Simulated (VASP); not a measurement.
Calculation: PBEsol GGA, VASP's PBE PAW potentials (set 64) (plane waves; VASP).

VASP ran on this input.

### INCAR
```
ALGO=Normal
EDIFF=1E-7
ENCUT=520
GGA=PS
ISIF=2
ISMEAR=-5
LASPH=.TRUE.
LCHARG=.TRUE.
LMAXMIX=4
LORBIT=11
LREAL=.FALSE.
LWAVE=.FALSE.
NEDOS=601
NELM=100
PREC=Accurate
SYSTEM=PdC
```

**KPOINTS**
```
Automatic
0
gamma
16 16 16
```

POSCAR:
```
PdC
1.0
  0.0000000000   2.1839568627   2.1839568627
  2.1839568627   0.0000000000   2.1839568627
  2.1839568627   2.1839568627   0.0000000000
Pd C
1 1
Cartesian
  0.0000000000   0.0000000000   0.0000000000
  2.1839568627   2.1839568627   2.1839568627
```

POTCAR, in this order: Pd C (PBE.64 set). Program: vasp_std.

The resulting files:

### OUTCAR
```
 ion  position               nearest neighbor table
   1  0.000  0.000  0.000-   2 2.18   2 2.18   2 2.18   2 2.18   2 2.18   2 2.18
   2  0.500  0.500  0.500-   1 2.18   1 2.18   1 2.18   1 2.18   1 2.18   1 2.18
  LATTYP: Found a face centered cubic cell.
 ALAT       =     4.3679137254
 Subroutine PRICEL returns:
 Original cell was already a primitive cell.
 Subroutine GETGRP returns: Found 48 space group operations
The static configuration has the point symmetry O_h .
The dynamic configuration has the point symmetry O_h .
 Subroutine INISYM returns: Found 48 space group operations
 Subroutine IBZKPT returns following result:
 Found    145 irreducible k-points:

 Following reciprocal coordinates:
            Coordinates               Weight
  0.000000  0.000000  0.000000      1.000000
  0.062500  0.000000  0.000000      8.000000
  0.125000  0.000000  0.000000      8.000000
  0.187500  0.000000  0.000000      8.000000
  0.250000  0.000000  0.000000      8.000000
  0.312500  0.000000  0.000000      8.000000
  0.375000  0.000000  0.000000      8.000000
  0.437500  0.000000  0.000000      8.000000
  0.500000  0.000000  0.000000      4.000000
  0.062500  0.062500  0.000000      6.000000
  0.125000  0.062500  0.000000     24.000000
  0.187500  0.062500  0.000000     24.000000
  0.250000  0.062500  0.000000     24.000000
  0.312500  0.062500  0.000000     24.000000
  0.375000  0.062500  0.000000     24.000000
  0.437500  0.062500  0.000000     24.000000
  0.500000  0.062500  0.000000     24.000000
 -0.437500  0.062500  0.000000     24.000000
 -0.375000  0.062500  0.000000     24.000000
 -0.312500  0.062500  0.000000     24.000000
 -0.250000  0.062500  0.000000     24.000000
 -0.187500  0.062500  0.000000     24.000000
 -0.125000  0.062500  0.000000     24.000000
 -0.062500  0.062500  0.000000     12.000000
  0.125000  0.125000  0.000000      6.000000
  0.187500  0.125000  0.000000     24.000000
  0.250000  0.125000  0.000000     24.000000
  0.312500  0.125000  0.000000     24.000000
  0.375000  0.125000  0.000000     24.000000
  0.437500  0.125000  0.000000     24.000000
  0.500000  0.125000  0.000000     24.000000
 -0.437500  0.125000  0.000000     24.000000
 -0.375000  0.125000  0.000000     24.000000
 -0.312500  0.125000  0.000000     24.000000
 -0.250000  0.125000  0.000000     24.000000
 -0.187500  0.125000  0.000000     24.000000
 -0.125000  0.125000  0.000000     12.000000
  0.187500  0.187500  0.000000      6.000000
  0.250000  0.187500  0.000000     24.000000
  0.312500  0.187500  0.000000     24.000000
   k-points           NKPTS =    145   k-points in BZ     NKDIM =    145   number of bands    NBANDS=     11
   number of dos      NEDOS =    601   number of ions     NIONS =      2
   total plane-waves  NPLWV =  13824
   dimension x,y,z NGX =    24 NGY =   24 NGZ =   24
   dimension x,y,z NGXF=    48 NGYF=   48 NGZF=   48
   ions per type =               1   1
   PREC   = accura    normal or accurate (medium, high low for compatibility)
   ISTART =      0    job   : 0-new  1-cont  2-samecut
   ICHARG =      2    charge: 1-file 2-atom 10-const
   ISPIN  =      1    spin polarized calculation?
   LNONCOLLINEAR =      F non collinear calculations
   LSORBIT =      F    spin-orbit coupling
   INIWAV =      1    electr: 0-lowe 1-rand  2-diag
   ENCUT  =  520.0 eV  38.22 Ry    6.18 a.u.   5.74  5.74  5.74*2*pi/ulx,y,z
   NELM   =    100;   NELMIN=  2; NELMDL= -5     # of ELM steps
   EDIFF  = 0.1E-06   stopping-criterion for ELM
   LREAL  =      F    real-space projection
   NLSPLINE    = F    spline interpolate recip. space projectors
   LMAXMIX     =    4 max onsite mixed and CHGCAR
...
```

OSZICAR:
```
       N       E                     dE             d eps       ncg     rms          rms(c)
DAV:   1     0.624234842931E+02    0.62423E+02   -0.71620E+03  3190   0.121E+03
DAV:   2    -0.126626756290E+02   -0.75086E+02   -0.71169E+02  3548   0.243E+02
DAV:   3    -0.147551743993E+02   -0.20925E+01   -0.20675E+01  3697   0.423E+01
DAV:   4    -0.147709856834E+02   -0.15811E-01   -0.15839E-01  3637   0.414E+00
DAV:   5    -0.147711735713E+02   -0.18789E-03   -0.18838E-03  3711   0.434E-01    0.190E+01
DAV:   6    -0.135199103705E+02    0.12513E+01   -0.21613E+01  4042   0.448E+01    0.112E+01
DAV:   7    -0.128507002930E+02    0.66921E+00   -0.31025E+00  3543   0.197E+01    0.547E+00
DAV:   8    -0.128326754956E+02    0.18025E-01   -0.11438E-01  3661   0.297E+00    0.167E+00
DAV:   9    -0.128267541007E+02    0.59214E-02   -0.16005E-02  3666   0.133E+00    0.221E-01
DAV:  10    -0.128265997259E+02    0.15437E-03   -0.14958E-03  3688   0.348E-01    0.380E-02
DAV:  11    -0.128266088841E+02   -0.91582E-05   -0.38306E-05  3722   0.668E-02    0.145E-02
DAV:  12    -0.128266054408E+02    0.34433E-05   -0.29248E-06  3631   0.171E-02    0.307E-03
DAV:  13    -0.128266051035E+02    0.33725E-06   -0.13545E-07  2513   0.384E-03    0.608E-04
DAV:  14    -0.128266052303E+02   -0.12676E-06   -0.15894E-08  2072   0.112E-03    0.189E-04
DAV:  15    -0.128266051656E+02    0.64658E-07   -0.32682E-09  1904   0.500E-04
   1 F= -.12826605E+02 E0= -.12826605E+02  d E =0.000000E+00
```

OUTCAR:
```
------------------------ aborting loop because EDIFF is reached ----------------------------------------
  FORCE on cell =-STRESS in cart. coord.  units (eV):
  Direction    XX          YY          ZZ          XY          YZ          ZX
  --------------------------------------------------------------------------------------
  Total       -0.0402934     -0.0402934     -0.0402934     -0.0000000      0.0000000      0.0000000
  in kB       -3.0987211     -3.0987211     -3.0987211     -0.0000000      0.0000000      0.0000000
  external PRESSURE =      -3.0987211 kB  Pullay stress =       0.0000000 kB
  volume of cell :       20.83
      direct lattice vectors                 reciprocal lattice vectors
     0.000000000  2.183956863  2.183956863    -0.228942251  0.228942251  0.228942251
     2.183956863  0.000000000  2.183956863     0.228942251 -0.228942251  0.228942251
     2.183956863  2.183956863  0.000000000     0.228942251  0.228942251 -0.228942251
 POSITION                                       TOTAL-FORCE (eV/Angst)
 -----------------------------------------------------------------------------------
      0.00000      0.00000      0.00000        -0.000000      0.000000      0.000000
      2.18396      2.18396      2.18396         0.000000     -0.000000      0.000000
 -----------------------------------------------------------------------------------
    total drift:                                0.000000     -0.000000     -0.000000
  FREE ENERGIE OF THE ION-ELECTRON SYSTEM (eV)
  ---------------------------------------------------
  free  energy   TOTEN  =       -12.8266051656 eV

  energy  without entropy=      -12.8266051656  energy(sigma->0) =      -12.82660517

 total charge

# of ion       s       p       d       tot
------------------------------------------
    1        0.514   0.707   8.471   9.693
    2        0.872   1.356   0.000   2.228
--------------------------------------------------
tot          1.386   2.063   8.471  11.921
```
(Selected blocks of OUTCAR.)

For a metal the tetrahedron method with Blöchl corrections gives inexact stress and forces.

The structure was generated: PdC was put into the rock salt type (Fm-3m), which need not be its known phase. It was relaxed first, which changed the volume by -17 %.
